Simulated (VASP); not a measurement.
```
Tm
1.0
    3.14278     0.00000     0.00000
    0.00000     3.14278     0.00000
    0.00000     0.00000     3.14278
Tm
1
Direct
  0.00000   0.00000   0.00000
```

All values below come from PBEsol GGA, VASP's PBE PAW potentials (set 64) (plane waves; VASP). Run with 400 eV cut-off, 13×13×13 Γ-centred mesh, tetrahedra with Blöchl corrections, potentials Tm_3.

The 4f electrons are frozen in the core of the lanthanide potential, so 4f levels, which can set the real gap, and their magnetism are missing.

Problem. What does the run give for the energy per atom (σ→0), band gap (on the k-mesh) with the smallest direct gap where there is one?

Solution. 
The band gap (on the k-mesh) is none (metal, semimetal or under 0.01 eV). The energy per atom (σ→0) is -4.053 eV/atom.

Total energies compare only between runs with the same potentials, cut-off and functional.

The structure was generated: Tm was put into the simple-cubic type (Pm-3m), which need not be its known phase. It was relaxed first, which changed the volume by -8 %.
